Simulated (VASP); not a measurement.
Data:

```
YSi
1.0
    3.91300     0.00000     0.00000
    0.00000     3.91300     0.00000
    0.00000     0.00000     3.91300
Y Si
1 1
Cartesian
  0.00000   0.00000   0.00000
  1.95650   1.95650   1.95650
```

The numbers are results of PBE GGA, VASP's PBE PAW potentials (set 64) (plane waves; VASP), not measurements. Settings: 400 eV cut-off, 9×9×9 Γ-centred mesh, first-order Methfessel-Paxton smearing of 0.10 eV, potentials Y_sv Si.

Energy and stress use the plane-wave basis of the starting cell.

Task: The ions, cell shape and volume are relaxed. Which structure does the run end with?

Result: 
```
YSi
1.0
    3.53906     0.00000     0.00000
    0.00000     3.53906     0.00000
    0.00000     0.00000     3.53906
Y Si
1 1
Cartesian
  0.00000   0.00000   0.00000
  1.76953   1.76953   1.76953
```
Space group Pm-3m (221), at a tolerance of 0.03 Å.

Task: How do energy and volume change from the first to the last step?

Result: The energy (σ→0) changes by -379.7 meV/atom and the volume by -26.0 %, in 3 ionic steps.

The structure was generated: YSi was put into the CsCl type type (Pm-3m), which need not be its known phase. This run relaxes it. Symmetry was kept, so distortions that lower it aren't found. The electron count is odd and the run is not spin-polarised, which forces a metal.
